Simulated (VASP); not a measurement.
Here is the system:

```
CELL_PARAMETERS angstrom
      4.88490     0.00000     0.00000
      0.00000     4.88490     0.00000
      0.00000     0.00000     3.31971
ATOMIC_POSITIONS crystal
  Mn 0.00000 0.00000 0.00000
  Mn 0.50000 0.50000 0.50000
  F  0.30337 0.30337 0.00000
  F  0.80337 0.19663 0.50000
  F  0.19663 0.80337 0.50000
  F  0.69663 0.69663 0.00000
```
Starting moments (μB, in the order of the record's atoms Mn Mn F F F F): 4.5 -4.5 0.0 0.0 0.0 0.0.

Calculation: PBE GGA with D4 dispersion, VASP's PBE PAW potentials (set 64) (plane waves; VASP). Numerical set-up: 520 eV cut-off, Gaussian smearing of 0.050 eV, potentials Mn_pv F.

Problem. Give the spin-up energies of bands 18 to 31 at the high-symmetry points, in eV from the valence-band maximum.

Solution. 
```
band      Γ      Y     C0      Z     A0      T      S      R
----  -----  -----  -----  -----  -----  -----  -----  -----
18    -5.31  -4.83  -4.83  -5.16  -5.13  -5.13  -5.06  -5.30
19    -4.44  -4.64  -4.64  -4.79  -4.33  -4.33  -4.92  -4.64
20    -4.07  -4.55  -4.55  -4.68  -4.26  -4.26  -4.86  -4.57
21    -4.05  -4.53  -4.53  -4.54  -4.17  -4.17  -4.11  -4.27
22    -3.76  -4.40  -4.40  -4.44  -4.16  -4.16  -4.08  -4.24
23    -1.65  -1.65  -1.65  -1.45  -1.48  -1.48  -1.60  -1.49
24    -1.40  -1.40  -1.40  -1.39  -1.43  -1.43  -1.36  -1.43
25    -1.24  -1.17  -1.17  -1.13  -1.24  -1.24  -1.22  -1.24
26    -0.35  -0.51  -0.51  -0.53  -0.55  -0.55  -0.06  -0.63
27    -0.08  -0.07  -0.07  -0.21  -0.05  -0.05  -0.01  -0.02
28     2.24   2.66   2.66   2.85   2.83   2.83   2.59   2.83
29     2.59   3.07   3.07   2.92   2.89   2.89   3.03   2.90
30     3.09   3.08   3.08   2.98   3.06   3.06   3.05   3.05
31     3.09   3.29   3.29   3.65   3.58   3.58   3.85   3.65
```

Problem. Give the spin-down energies of bands 18 to 31 at the high-symmetry points, in eV from the valence-band maximum.

Solution. 
```
band      Γ      Y     C0      Z     A0      T      S      R
----  -----  -----  -----  -----  -----  -----  -----  -----
18    -5.31  -4.83  -4.83  -5.16  -5.13  -5.13  -5.06  -5.30
19    -4.44  -4.64  -4.64  -4.79  -4.33  -4.33  -4.92  -4.64
20    -4.07  -4.55  -4.55  -4.68  -4.26  -4.26  -4.86  -4.57
21    -4.05  -4.53  -4.53  -4.54  -4.17  -4.17  -4.11  -4.27
22    -3.76  -4.40  -4.40  -4.44  -4.16  -4.16  -4.08  -4.24
23    -1.65  -1.65  -1.65  -1.45  -1.48  -1.48  -1.60  -1.49
24    -1.40  -1.40  -1.40  -1.39  -1.43  -1.43  -1.36  -1.43
25    -1.24  -1.17  -1.17  -1.13  -1.24  -1.24  -1.22  -1.24
26    -0.35  -0.51  -0.51  -0.53  -0.55  -0.55  -0.06  -0.63
27    -0.08  -0.07  -0.07  -0.21  -0.05  -0.05  -0.01  -0.02
28     2.24   2.66   2.66   2.85   2.83   2.83   2.59   2.83
29     2.59   3.07   3.07   2.92   2.89   2.89   3.03   2.90
30     3.09   3.08   3.08   2.98   3.06   3.06   3.05   3.05
31     3.09   3.29   3.29   3.65   3.58   3.58   3.85   3.65
```

The gap is indirect, 2.24 eV, from the valence maximum at Z-A0 at 0.57 to the conduction minimum at Γ.

The compound is MnF2 in the rutile structure. It was relaxed first.
